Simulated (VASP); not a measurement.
Here is the system:

```yaml
crystal:
  lattice:
    - [4.68780, 0.00000, 0.00000]
    - [0.00000, 4.68780, 0.00000]
    - [0.00000, 0.00000, 3.21540]
  atoms:
    - { symbol: Mn, position: [0.00000, 0.00000, 0.00000], spin: 4.5 }
    - { symbol: Mn, position: [0.50000, 0.50000, 0.50000], spin: -4.5 }
    - { symbol: F, position: [0.30218, 0.30218, 0.00000] }
    - { symbol: F, position: [0.80218, 0.19782, 0.50000] }
    - { symbol: F, position: [0.19782, 0.80218, 0.50000] }
    - { symbol: F, position: [0.69782, 0.69782, 0.00000] }
```

Calculation: PBEsol GGA, VASP's PBE PAW potentials (set 64) (plane waves; VASP 6.6.1). Settings: 620 eV cut-off, 5×5×7 Γ-centred mesh, Gaussian smearing of 0.050 eV, potentials Mn_pv F.

**Question.** Estimate the cell moment, energy per atom (σ→0), pressure.

**Answer.** 
```json
{
  "cell_moment": "0.00 μB",
  "energy per atom (σ→0)": "-6.761 eV/atom",
  "pressure": "10.06 GPa"
}
```

**Question.** Give the moment on each site (PAW-sphere projection).

**Answer.** 
```
site  moment (μB)
----  -----------
Mn1          4.47
Mn2         -4.47
F3          -0.03
F4           0.03
F5           0.03
F6          -0.03
```

Only differences to runs with the same potentials and settings are physical.

The compound is MnF2 in the rutile structure. It was relaxed first under an external pressure of 10 GPa.
